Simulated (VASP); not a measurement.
OSZICAR of a VASP run on CoAl (CsCl type):

File OSZICAR:
```
       N       E                     dE             d eps       ncg     rms          rms(c)
DAV:   1     0.350427339120E+02    0.35043E+02   -0.45740E+03  1144   0.100E+03
DAV:   2    -0.710499904670E+01   -0.42148E+02   -0.39644E+02  1124   0.171E+02
DAV:   3    -0.811305894428E+01   -0.10081E+01   -0.10015E+01  1340   0.362E+01
DAV:   4    -0.812788627514E+01   -0.14827E-01   -0.14824E-01  1292   0.391E+00
DAV:   5    -0.812836188846E+01   -0.47561E-03   -0.47561E-03  1294   0.714E-01    0.912E+00
DAV:   6    -0.946397910323E+01   -0.13356E+01   -0.31948E+01  1258   0.854E+01    0.115E+01
DAV:   7    -0.752806109522E+01    0.19359E+01   -0.15780E+01  1240   0.561E+01    0.181E+00
DAV:   8    -0.757619758889E+01   -0.48136E-01   -0.16563E-01  1288   0.504E+00    0.869E-01
DAV:   9    -0.760509026252E+01   -0.28893E-01   -0.71844E-02  1454   0.395E+00    0.294E-01
DAV:  10    -0.761426726605E+01   -0.91770E-02   -0.26813E-02  1486   0.176E+00    0.163E-01
DAV:  11    -0.761453393952E+01   -0.26667E-03   -0.32498E-03  1288   0.955E-01    0.259E-02
DAV:  12    -0.761456189030E+01   -0.27951E-04   -0.12953E-04  1292   0.127E-01    0.104E-02
DAV:  13    -0.761456348810E+01   -0.15978E-05   -0.14775E-05  1210   0.688E-02    0.546E-03
DAV:  14    -0.761456345252E+01    0.35585E-07   -0.34442E-06   596   0.218E-02
   1 F= -.76145635E+01 E0= -.76147201E+01  d E =0.469972E-03
```

Q: Which electronic solver shows in the log?

A: It is blocked Davidson (ALGO = Normal, or the opening steps of other solvers). The INCAR had ALGO = Normal.

Q: How was spin treated?

A: Without spin polarisation: there is no mag entry.

Q: Can the final energy be trusted as converged?

A: Self-consistency was reached. It stopped with EDIFF = 1E-6, NELM = 100 (PBE GGA + U (Dudarev), plane waves, VASP's PBE PAW potentials (set 64)).

The compound is CoAl in the CsCl type structure. The cell was not relaxed at this level. The run is one of a series of settings (LDAU = .TRUE., LDAUJ = 0 0, LDAUL = -1 2, LDAUTYPE = 2, LDAUU = 0 5.0 against the base run), some of them coarse on purpose. The run is not spin-polarised, so no magnetic state was tried.
